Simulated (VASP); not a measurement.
Write the native input for VASP 6.6.1 that does the following.

```
Task                   : relaxation of cell and atoms
Functional             : PBEsol
Potentials or basis    : VASP PAW PBE potentials, release 64 (Ba_sv, Zr_sv, Ti_sv, O)
Cutoff                 : 600 eV
k mesh                 : 6 × 6 × 5
Occupations            : gaussian, width 0.03 eV
Spin                   : no spin polarisation
Further INCAR settings : ALGO = Normal; EDIFF = 1e-07; IBRION = 2; EDIFFG = -0.005; NSW = 90; ISIF = 3
```

The structure of Ba4ZrTi3O12 lies in POSCAR:

```
Ba4ZrTi3O12                             
1.0
   -5.7292524781     -3.3077854613      2.3450923821
    5.7292524781     -3.3077854613      2.3450923821
   -0.0000000000      6.6155709227      2.3450923821
  Ba              Zr              Ti              O             
     4     1     3    12
Direct
     0.9993251056853212    0.9993251056853212    0.9993251056853212
     0.4976945187887268    0.4976945187887268    0.9983298610662766
     0.4976945187887271    0.9983298610662763    0.4976945187887268
     0.9983298610662763    0.4976945187887271    0.4976945187887268
     0.5034115111138016    0.5034115111138016    0.5034115111138016
     0.9892544487485246    0.9892544487485246    0.4768021557496772
     0.9892544487485163    0.4768021557496854    0.9892544487485246
     0.4768021557496854    0.9892544487485163    0.9892544487485246
     0.2506137219099921    0.2506137219099921    0.5108104964815443
     0.7668732520383639    0.7668732520383639    0.5108847540087499
     0.7637399132861149    0.2635036618451695    0.0069385413304182
     0.2635036618451695    0.7637399132861149    0.0069385413304182
     0.5108104964814615    0.2506137219100751    0.2506137219099921
     0.0069385413304193    0.7637399132861138    0.2635036618451697
     0.0069385413304193    0.2635036618451685    0.7637399132861148
     0.5108847540087728    0.7668732520383412    0.7668732520383639
     0.2506137219100751    0.5108104964814615    0.2506137219099921
     0.7637399132861138    0.0069385413304193    0.2635036618451697
     0.7668732520383412    0.5108847540087728    0.7668732520383639
     0.2635036618451685    0.0069385413304193    0.7637399132861148
```

The cell was built by a generator and needn't be a form met in nature.

The input as run:

INCAR

```
  PREC = Accurate
  ENCUT = 600
  EDIFF = 1E-7
  ISMEAR = 0
  SIGMA = 0.03
  LREAL = F
  LASPH = T
  NELM = 80
  ALGO = Normal
  ISIF = 3
  LWAVE = F
  LCHARG = F
  GGA = PS
  IBRION = 2
  NSW = 90
  EDIFFG = -0.005
  LUSENCCL = F
```

KPOINTS

```
Automatic mesh
0
Gamma
  6 6 5
```

Potentials or basis: VASP PAW PBE potentials, release 64 (Ba_sv, Zr_sv, Ti_sv, O).

Command:

```console
$ cat potpaw_PBE.64/Ba_sv/POTCAR potpaw_PBE.64/Zr_sv/POTCAR potpaw_PBE.64/Ti_sv/POTCAR potpaw_PBE.64/O/POTCAR > POTCAR
$ mpirun -np 1 vasp_std > vasp.out
```

Results of the run:

```
Relaxed volume                         : 13.33 Å³/atom
Relaxed cell                           : a = 7.018 Å, b = 7.018 Å, c = 7.018 Å, α = 109.42°, β = 109.42°, γ = 109.42°
Space group after relaxing (to 0.05 Å) : R3m (No. 160)
Energy gained by relaxing              : 0.0 meV/atom
Ionic steps                            : 2
Pressure after relaxing                : 0.0 GPa
Largest force after relaxing           : 0.004 eV/Å
Band gap on the k mesh                 : 2.52 eV, indirect (least direct gap 2.59 eV)
```

Caveat: the PAW data sets were made with another functional, which shifts forces and pressure a little; spin-orbit coupling is left out, which moves the levels of the heavy elements; an odd mesh through Γ misses points on the zone boundary, where band edges often lie.

It took 25 min on 1 × NVIDIA H100 80GB with 1 thread of AMD EPYC 7R13 Processor (Zen 3), on a shared host, peak memory 2.3 GiB.
